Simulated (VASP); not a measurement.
Here is the system:

```xyz
4
Lattice="3.9554 0.0000 0.0000 0.0000 3.9554 0.0000 0.0000 0.0000 3.9554" Properties=species:S:1:pos:R:3 pbc="T T T"
Cd     0.0000     0.0000     0.0000
Pt     0.0000     1.9777     1.9777
Pt     1.9777     0.0000     1.9777
Pt     1.9777     1.9777     0.0000
```

Calculation: LDA (Ceperley-Alder, Perdew-Zunger) with spin-orbit coupling, VASP's LDA PAW potentials (set 64) (plane waves; VASP). Settings: 400 eV cut-off, 7×7×7 Γ-centred mesh, Gaussian smearing of 0.050 eV, potentials Cd Pt.

Task: Estimate the energy per atom (σ→0), band gap (over mesh and band path) with the smallest direct gap where there is one.

Result: 
| Property | Value |
|---|---|
| band gap (over mesh and band path) | none (metal, semimetal or under 0.01 eV) |
| energy per atom (σ→0) | -6.458 eV/atom |

Only differences to runs with the same potentials and settings are physical.

The structure comes from a computed database's CdPt3 entry (Pm-3m); how it stands against other phases isn't given here. It was relaxed first.
